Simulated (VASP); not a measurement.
Output of a VASP run:

File OSZICAR:
```
       N       E                     dE             d eps       ncg     rms          rms(c)
DAV:   1     0.600078206315E+02    0.60008E+02   -0.52870E+03  3859   0.757E+02
DAV:   2    -0.156820135832E+01   -0.61576E+02   -0.58345E+02  4184   0.194E+02
DAV:   3    -0.595965327781E+01   -0.43915E+01   -0.43757E+01  4605   0.550E+01
DAV:   4    -0.606509817835E+01   -0.10544E+00   -0.10541E+00  4641   0.920E+00
DAV:   5    -0.606740001534E+01   -0.23018E-02   -0.23018E-02  4496   0.127E+00    0.163E+00
DAV:   6    -0.600651028699E+01    0.60890E-01   -0.74625E-02  4348   0.196E+00    0.108E+00
DAV:   7    -0.599214232330E+01    0.14368E-01   -0.50713E-02  4366   0.144E+00    0.484E-01
DAV:   8    -0.599168423737E+01    0.45809E-03   -0.25767E-03  4090   0.516E-01    0.878E-02
DAV:   9    -0.599165593782E+01    0.28300E-04   -0.89885E-05  4426   0.108E-01    0.360E-02
DAV:  10    -0.599165485013E+01    0.10877E-05   -0.20643E-05  5081   0.611E-02    0.376E-03
DAV:  11    -0.599165462554E+01    0.22459E-06   -0.13097E-06  2621   0.174E-02
   1 F= -.59916546E+01 E0= -.59916546E+01  d E =-.203192E-25
```

OUTCAR:
```
------------------------ aborting loop because EDIFF is reached ----------------------------------------
  FORCE on cell =-STRESS in cart. coord.  units (eV):
  Direction    XX          YY          ZZ          XY          YZ          ZX
  --------------------------------------------------------------------------------------
  Total       -0.5926429     -0.5919571     -0.5941368     -0.0004917      0.0002999      0.0002655
  in kB      -14.2380460    -14.2215705    -14.2739356     -0.0118132      0.0072060      0.0063783
  external PRESSURE =     -14.2445174 kB  Pullay stress =       0.0000000 kB
  volume of cell :       66.69
      direct lattice vectors                 reciprocal lattice vectors
     0.000000000  3.218655000  3.218655000    -0.155344391  0.155344391  0.155344391
     3.218655000  0.000000000  3.218655000     0.155344391 -0.155344391  0.155344391
     3.218655000  3.218655000  0.000000000     0.155344391  0.155344391 -0.155344391
  FREE ENERGIE OF THE ION-ELECTRON SYSTEM (eV)
  ---------------------------------------------------
  free  energy   TOTEN  =        -5.9916546255 eV

  energy  without entropy=       -5.9916546255  energy(sigma->0) =       -5.99165463
```
(Selected blocks of OUTCAR.)

File POSCAR:
```
NaI
1
    0.0000000000     3.2186550000     3.2186550000
    3.2186550000     0.0000000000     3.2186550000
    3.2186550000     3.2186550000     0.0000000000
Na I
1 1
Direct
 -0.0006650000  -0.0010340000   0.0037960000
  0.5006650000   0.5010340000   0.4962040000
```

Question: Write an INCAR and KPOINTS that could have produced this output.

Answer: One answer among several that fit: the input of the run itself, LDA (Ceperley-Alder, Perdew-Zunger), plane waves, VASP's LDA PAW potentials (set 64).

**INCAR**
```
SYSTEM = NaI
PREC = Accurate
ENCUT = 300
EDIFF = 1E-6
NELM = 100
ALGO = Normal
LREAL = .FALSE.
LASPH = .TRUE.
ISMEAR = 0
SIGMA = 0.01
LMAXMIX = 4
LWAVE = .FALSE.
LCHARG = .FALSE.
ISIF = 2
```

File KPOINTS:
```
Automatic mesh
0
Gamma
7 7 7
0 0 0
```

POTCAR, in this order: Na_pv I (LDA.64 set). Program: vasp_std.

At this cut-off the stress carries a Pulay error, which pulls relaxed volumes low.

The structure comes from a computed database's NaI entry; how it stands against other phases isn't given here. The cell was not relaxed at this level, atoms are displaced from their ideal sites.
